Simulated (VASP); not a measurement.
VASP input:

**INCAR**
```
GGA  =  CX
LASPH  =  .TRUE.
NSW  =  60
LREAL  =  .FALSE.
SIGMA  =  0.05   ! width (eV)
ALGO  =  Normal   ! blocked Davidson
SYSTEM  =  BaTe
LWAVE  =  .FALSE.
ENCUT  =  520
LUSE_VDW  =  .TRUE.
ISIF  =  3   ! ions, shape and volume
PREC  =  Accurate
EDIFF  =  1E-6   ! SCF stop (eV)
AGGAC  =  0.0
EDIFFG  =  -0.01   ! ionic stop
ISMEAR  =  0   ! Gaussian
NELM  =  100   ! most electronic steps
LCHARG  =  .FALSE.
LMAXMIX  =  4   ! l cut-off of mixed one-centre charges
IBRION  =  2   ! conjugate gradients
```

File KPOINTS:
```
Automatic mesh
0
Gamma
6 6 6
0 0 0
```

### POSCAR
```
BaTe
1
    0.0000000000     3.5000000000     3.5000000000
    3.5000000000     0.0000000000     3.5000000000
    3.5000000000     3.5000000000     0.0000000000
Ba Te
1 1
Direct
  0.0000000000   0.0000000000   0.0000000000
  0.5000000000   0.5000000000   0.5000000000
```

POTCAR, in this order: Ba_sv Te (PBE.64 set). Program: vasp_std.

Question: Translate this vdW-DF-cx calculation to Quantum ESPRESSO's pw.x.

Answer: One equivalent input (not run):
```
&CONTROL
  calculation = 'vc-relax'
  pseudo_dir = './pseudo'
  outdir = './out'
  tprnfor = .true.
  tstress = .true.
  nstep = 60
  forc_conv_thr = 0.00039
/
&SYSTEM
  ibrav = 0
  nat = 2
  ntyp = 2
  ecutwfc = 82.3
  occupations = 'smearing'
  smearing = 'gaussian'
  degauss = 0.003675
  input_dft = 'vdw-df-cx'
/
&ELECTRONS
  conv_thr = 7.3e-08
  electron_maxstep = 100
/
&IONS
/
&CELL
/
ATOMIC_SPECIES
  Ba 137.327 Ba.upf
  Te 127.600 Te.upf
CELL_PARAMETERS angstrom
     0.0000000    3.5000000    3.5000000
     3.5000000    0.0000000    3.5000000
     3.5000000    3.5000000    0.0000000
ATOMIC_POSITIONS crystal
  Ba   0.0000000  0.0000000  0.0000000
  Te   0.5000000  0.5000000  0.5000000
K_POINTS automatic
  6 6 6 0 0 0
```
The two are equivalent in intent, not identical: the potentials are each code's own (VASP's PAW set, PseudoDojo norm-conserving files in pw.x), so ENCUT and ecutwfc are chosen apart and not converted; conv_thr bounds pw.x's estimated SCF error, while EDIFF bounds the energy change between steps; forc_conv_thr acts on force components and is met together with etot_conv_thr.

The compound is BaTe in the rock salt structure. This run relaxes it. Symmetry was kept, so distortions that lower it aren't found.
